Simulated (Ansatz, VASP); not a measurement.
**Two plane-wave programs on Zr5Pt3**

INCAR

```
PREC = Accurate
ENCUT = 520
EDIFF = 1E-6
ISMEAR = 0
SIGMA = 0.1
LREAL = Auto
LASPH = T
NELM = 100
ALGO = Normal
ISIF = 2
LWAVE = F
LCHARG = F
GGA = PE
NBANDS = 104
```

KPOINTS

```
Automatic mesh
0
Gamma
  4 4 4
```

POSCAR

```
Zr5Pt3
1.0
    7.1676936100     -4.1465859400      0.0000000000
    7.1676936100      4.1465859400      0.0000000000
    0.0000000000      0.0000000000      5.4371900600
Zr Pt
10 6
Direct
    0.6666305100      0.6666305100      0.0000000000
    0.3333694900      0.3333694900      0.0000000000
    0.3333694900      0.3333694900      0.5000000000
    0.6666305100      0.6666305100      0.5000000000
    0.2451610000      0.7548390000      0.7500000000
    0.9998620200      0.2453300100      0.7500000000
    0.7546700200      0.0001380000      0.7500000000
    0.7548390000      0.2451610000      0.2500000000
    0.0001380000      0.7546700200      0.2500000000
    0.2453300100      0.9998620200      0.2500000000
    0.6071929900      0.3928070100      0.7500000000
    0.0002310000      0.6068030000      0.7500000000
    0.3931970000      0.9997689700      0.7500000000
    0.3928070100      0.6071929900      0.2500000000
    0.9997689700      0.3931970000      0.2500000000
    0.6068030000      0.0002310000      0.2500000000
```

Input for Ansatz:

```yaml
crystal:
  lattice:
    - [7.16769361, -4.14658594, 0.0]
    - [7.16769361, 4.14658594, 0.0]
    - [0.0, 0.0, 5.43719006]
  atoms:
    - { symbol: Zr, position: [0.66663051, 0.66663051, 0.0] }
    - { symbol: Zr, position: [0.33336949, 0.33336949, 0.0] }
    - { symbol: Zr, position: [0.33336949, 0.33336949, 0.5] }
    - { symbol: Zr, position: [0.66663051, 0.66663051, 0.5] }
    - { symbol: Zr, position: [0.245161, 0.754839, 0.75] }
    - { symbol: Zr, position: [0.99986202, 0.24533001, 0.75] }
    - { symbol: Zr, position: [0.75467002, 0.000138, 0.75] }
    - { symbol: Zr, position: [0.754839, 0.245161, 0.25] }
    - { symbol: Zr, position: [0.000138, 0.75467002, 0.25] }
    - { symbol: Zr, position: [0.24533001, 0.99986202, 0.25] }
    - { symbol: Pt, position: [0.60719299, 0.39280701, 0.75] }
    - { symbol: Pt, position: [0.000231, 0.606803, 0.75] }
    - { symbol: Pt, position: [0.393197, 0.99976897, 0.75] }
    - { symbol: Pt, position: [0.39280701, 0.60719299, 0.25] }
    - { symbol: Pt, position: [0.99976897, 0.393197, 0.25] }
    - { symbol: Pt, position: [0.606803, 0.000231, 0.25] }
basis:
  ecutwfc: 420
kpoints:
  mp_grid: { grid: [4, 4, 4] }
hamiltonian:
  xc: pbe
scf:
  occupations: { method: gaussian, width: 0.1 }
  lower_state_search: "off"
output:
  forces: true
  stress: true
  eigenvalues: true
```

Alike in both runs: task single point; functional PBE; k mesh 4 × 4 × 4; occupations gaussian, width 0.1 eV; no spin polarisation.

|  | VASP | Ansatz |
| --- | --- | --- |
| version | VASP 6.6.1 | Ansatz 0.2.0 |
| potentials or method | VASP PAW PBE potentials, release 64 (Zr_sv, Pt) | scalar-relativistic, plane waves, PAW |
| plane-wave cutoff (eV) | 520 | 420 |
| valence electrons in the cell | 180 | 228 |

```csv
,VASP,Ansatz,Ansatz less VASP
gap on the k mesh at the Fermi level (eV),none,none,-
pressure (GPa),-1.1,-0.9,+0.14
largest component of the traceless stress (GPa),0.13,0.09,-0.040
rms of the force components (eV/Å),0.031,0.030,-0.0010
```

Atom by atom the forces differ by 0.004 eV/Å (rms over components). A gap of «none» marks a metal or a gap that the smearing closes. The two sets of potentials don't hold the same shells in valence.

Spin-orbit coupling is left out, which matters for the levels of Pt.
